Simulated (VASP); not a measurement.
Crystal: MoS2.

```
Mo S
1.0
     3.16900    0.00000    0.00000
    -1.58450    2.74443    0.00000
     0.00000    0.00000   12.32400
Mo S
2 4
Direct
  0.33333 0.66667 0.25000
  0.66667 0.33333 0.75000
  0.33333 0.66667 0.62300
  0.66667 0.33333 0.12300
  0.33333 0.66667 0.87700
  0.66667 0.33333 0.37700
```

| Quantity | Value |
| --- | --- |
| Program | VASP 6.6.1 |
| Task | relaxation of cell and atoms |
| Functional | PBE |
| Dispersion | D3(BJ) |
| Potentials or basis | VASP PAW PBE potentials, release 64 (Mo_sv, S) |
| Cutoff | 600 eV |
| k mesh | 12 × 12 × 3 |
| Occupations | gaussian, width 0.05 eV |
| Spin | no spin polarisation |

At the start: pressure -2.0 GPa; volume 17.86 Å³/atom.

Where does the relaxation end?

Over 18 steps the energy falls by 2.8 meV/atom and the volume is 17.30 Å³/atom (-3.2 %); space group P6_3/mmc (No. 194, to 0.05 Å).

The path:
| step | energy change (eV) | largest force (eV/Å) | pressure (GPa) | volume (Å³) |
| --- | --- | --- | --- | --- |
| 1 | 0.0000 | 0.0755 | -2.03 | 107.18 |
| 2 | 0.0157 | 0.5215 | 3.37 | 103.70 |
| 3 | -0.0089 | 0.1390 | -0.07 | 105.87 |
| 4 | -0.0113 | 0.0553 | -0.07 | 105.46 |
| 5 | -0.0114 | 0.0395 | -0.08 | 105.38 |
| 6 | -0.0128 | 0.0399 | 0.00 | 105.12 |
| 7 | -0.0158 | 0.0399 | 0.21 | 104.34 |
| 8 | -0.0152 | 0.0391 | 0.69 | 102.77 |
| 9 | -0.0166 | 0.0447 | 0.29 | 103.86 |
| 10 | -0.0147 | 0.1245 | -1.02 | 104.28 |
| 11 | -0.0168 | 0.0007 | -0.04 | 103.97 |
| 12 | -0.0168 | 0.0024 | -0.06 | 103.97 |
| 13 | -0.0169 | 0.0025 | -0.09 | 103.93 |
| 14 | -0.0169 | 0.0002 | -0.08 | 103.93 |
| 15 | -0.0169 | 0.0000 | -0.09 | 103.94 |
| 16 | -0.0169 | 0.0274 | 0.16 | 103.74 |
| 17 | -0.0169 | 0.0113 | 0.01 | 103.86 |
| 18 | -0.0169 | 0.0040 | 0.00 | 103.80 |

Final structure:
```
CELL_PARAMETERS angstrom
3.14832 0.00000 0.00000
-1.57416 2.72653 0.00000
0.00000 0.00000 12.09253
ATOMIC_POSITIONS crystal
Mo 0.33333 0.66667 0.25000
Mo 0.66667 0.33333 0.75000
S 0.33333 0.66667 0.62056
S 0.66667 0.33333 0.12056
S 0.33333 0.66667 0.87944
S 0.66667 0.33333 0.37944
```
